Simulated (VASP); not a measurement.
All values below come from revPBE GGA, VASP's PBE PAW potentials (set 64) (plane waves; VASP).

VASP input:

File KPOINTS:
```
kpoints
0
G
5 5 7
```

INCAR:
```
! general
SYSTEM  = MnF2
PREC    = Accurate
ENCUT   = 520
LREAL   = F   ! projection in real space or not
LASPH   = T   ! aspherical one-centre terms

! electronic loop
EDIFF   = 1E-7
NELM    = 100
ALGO    = Normal
LMAXMIX = 4

! smearing
ISMEAR  = -5   ! tetrahedra, Bloechl

! functional
GGA     = RE   ! revPBE

! spin
ISPIN   = 2   ! spin-polarised
MAGMOM  = 4.6 -4.6 -0.0 2*0.0 -0.0

! ions
ISIF    = 2

! output
LWAVE   = F
LCHARG  = T
LORBIT  = 11
NEDOS   = 601   ! DOS grid

! other
LEFG    = T
```

POSCAR:
```
MnF2
1
    5.0031188332    -0.0000000000     0.0000000000
    0.0000000000     5.0031188332     0.0000000000
    0.0000000000     0.0000000000     3.3547492501
Mn F
2 4
Direct
  0.0000000000   0.0000000000   0.0000000000
  0.5000000000   0.5000000000   0.5000000000
  0.3042313058   0.3042313058   1.0000000000
  0.8042313058   0.1957686942   0.5000000000
  0.1957686942   0.8042313058   0.5000000000
  0.6957686942   0.6957686942   0.0000000000
```

POTCAR, in this order: Mn_pv F (PBE.64 set). Program: vasp_std.

The run wrote:

**OUTCAR**
```
 ion  position               nearest neighbor table
   1  0.000  0.000  0.000-   3 2.15   6 2.15   5 2.18   4 2.18   4 2.18   5 2.18
   2  0.500  0.500  0.500-   4 2.15   5 2.15   3 2.18   6 2.18   3 2.18   6 2.18
   3  0.304  0.304  0.000-   1 2.15   2 2.18   2 2.18
   4  0.804  0.196  0.500-   2 2.15   1 2.18   1 2.18
   5  0.196  0.804  0.500-   2 2.15   1 2.18   1 2.18
   6  0.696  0.696  0.000-   1 2.15   2 2.18   2 2.18
  LATTYP: Found a simple tetragonal cell.
 ALAT       =     5.0031188332
 C/A-ratio  =     0.6705315948
 Subroutine PRICEL returns:
 Original cell was already a primitive cell.
 Subroutine GETGRP returns: Found 16 space group operations
The static configuration has the point symmetry D_2h.
 The point group associated with its full space group is D_4h.
The dynamic configuration has the point symmetry D_2h.
The overall configuration has the point symmetry D_2h.
 Subroutine INISYM returns: Found 16 space group operations
 Subroutine IBZKPT returns following result:
 Found     24 irreducible k-points:

 Following reciprocal coordinates:
            Coordinates               Weight
  0.000000  0.000000  0.000000      1.000000
  0.200000  0.000000  0.000000      4.000000
...
```

### OSZICAR
```
       N       E                     dE             d eps       ncg     rms          rms(c)
DAV:   1     0.709407640291E+03    0.70941E+03   -0.31724E+04  3152   0.189E+03
DAV:   2     0.331088758050E+02   -0.67630E+03   -0.65366E+03  3424   0.541E+02
DAV:   3    -0.400254393919E+02   -0.73134E+02   -0.72629E+02  3424   0.185E+02
DAV:   4    -0.419619428617E+02   -0.19365E+01   -0.19322E+01  3688   0.304E+01
DAV:   5    -0.419947290811E+02   -0.32786E-01   -0.32779E-01  3272   0.449E+00    0.193E+01
DAV:   6    -0.378757899873E+02    0.41189E+01   -0.27370E+01  3696   0.370E+01    0.139E+01
DAV:   7    -0.380447457047E+02   -0.16896E+00   -0.19587E+00  3304   0.101E+01    0.956E+00
DAV:   8    -0.378320680755E+02    0.21268E+00   -0.58246E-01  3256   0.695E+00    0.302E+00
DAV:   9    -0.380785062546E+02   -0.24644E+00   -0.14195E-01  3704   0.406E+00    0.936E-01
DAV:  10    -0.380843577301E+02   -0.58515E-02   -0.24883E-02  3200   0.103E+00    0.162E-01
DAV:  11    -0.380851067438E+02   -0.74901E-03   -0.10393E-03  3640   0.296E-01    0.753E-02
DAV:  12    -0.380856159443E+02   -0.50920E-03   -0.34830E-04  3344   0.129E-01    0.580E-02
DAV:  13    -0.380856977436E+02   -0.81799E-04   -0.88909E-05  3512   0.638E-02    0.152E-02
DAV:  14    -0.380857198803E+02   -0.22137E-04   -0.34460E-05  3480   0.398E-02    0.549E-03
DAV:  15    -0.380857206946E+02   -0.81433E-06   -0.19405E-06  3312   0.973E-03    0.271E-03
DAV:  16    -0.380857217329E+02   -0.10383E-05   -0.10993E-06  3176   0.670E-03    0.111E-03
DAV:  17    -0.380857216848E+02    0.48082E-07   -0.35601E-08  1976   0.155E-03
   1 F= -.38085722E+02 E0= -.38085722E+02  d E =0.000000E+00  mag=     0.0000
```

File OUTCAR:
```
------------------------ aborting loop because EDIFF is reached ----------------------------------------
  FORCE on cell =-STRESS in cart. coord.  units (eV):
  Direction    XX          YY          ZZ          XY          YZ          ZX
  --------------------------------------------------------------------------------------
  Total        0.0310317      0.0310317      0.0181390      0.0000000      0.0000000      0.0000000
  in kB        0.5920722      0.5920722      0.3460838      0.0000000      0.0000000      0.0000000
  external PRESSURE =       0.5100761 kB  Pullay stress =       0.0000000 kB
  volume of cell :       83.97
      direct lattice vectors                 reciprocal lattice vectors
     5.003118833  0.000000000  0.000000000     0.199875324  0.000000000  0.000000000
     0.000000000  5.003118833  0.000000000     0.000000000  0.199875324  0.000000000
     0.000000000  0.000000000  3.354749250     0.000000000  0.000000000  0.298084872
 POSITION                                       TOTAL-FORCE (eV/Angst)
 -----------------------------------------------------------------------------------
      0.00000      0.00000      0.00000         0.000000      0.000000      0.000000
      2.50156      2.50156      1.67737         0.000000      0.000000      0.000000
      1.52211      1.52211      0.00000        -0.004518     -0.004518      0.000000
      4.02366      0.97945      1.67737        -0.004518      0.004518      0.000000
      0.97945      4.02366      1.67737         0.004518     -0.004518      0.000000
      3.48101      3.48101      0.00000         0.004518      0.004518      0.000000
 -----------------------------------------------------------------------------------
    total drift:                               -0.000000      0.000000     -0.000000
  FREE ENERGIE OF THE ION-ELECTRON SYSTEM (eV)
  ---------------------------------------------------
  free  energy   TOTEN  =       -38.0857216848 eV

  energy  without entropy=      -38.0857216848  energy(sigma->0) =      -38.08572168

 total charge

# of ion       s       p       d       tot
------------------------------------------
    1        0.147   6.123   4.931  11.202
    2        0.147   6.123   4.931  11.202
    3        1.737   4.364   0.000   6.101
    4        1.737   4.364   0.000   6.101
    5        1.737   4.364   0.000   6.101
    6        1.737   4.364   0.000   6.101
--------------------------------------------------
tot          7.243  29.702   9.862  46.807

 magnetization (x)

# of ion       s       p       d       tot
------------------------------------------
    1        0.018   0.016   4.536   4.570
    2       -0.018  -0.016  -4.536  -4.570
    3       -0.002  -0.023   0.000  -0.025
    4        0.002   0.023   0.000   0.025
    5        0.002   0.023   0.000   0.025
    6       -0.002  -0.023   0.000  -0.025
--------------------------------------------------
tot          0.000   0.000   0.000   0.000

 Electric field gradients after diagonalization (V/A^2)
 (convention: |V_zz| > |V_xx| > |V_yy|)
----------------------------------------------------------------------
 ion       V_xx      V_yy      V_zz     asymmetry (V_yy - V_xx)/ V_zz
----------------------------------------------------------------------
   1     -13.138    -6.604    19.742       0.331
   2     -13.138    -6.604    19.742       0.331
   3      49.093    18.197   -67.290       0.459
   4      49.093    18.197   -67.290       0.459
   5      49.093    18.197   -67.290       0.459
   6      49.093    18.197   -67.290       0.459
```
(Selected blocks of OUTCAR.)

The compound is MnF2 in the rutile structure. It was relaxed first, which changed the volume by +7 %.
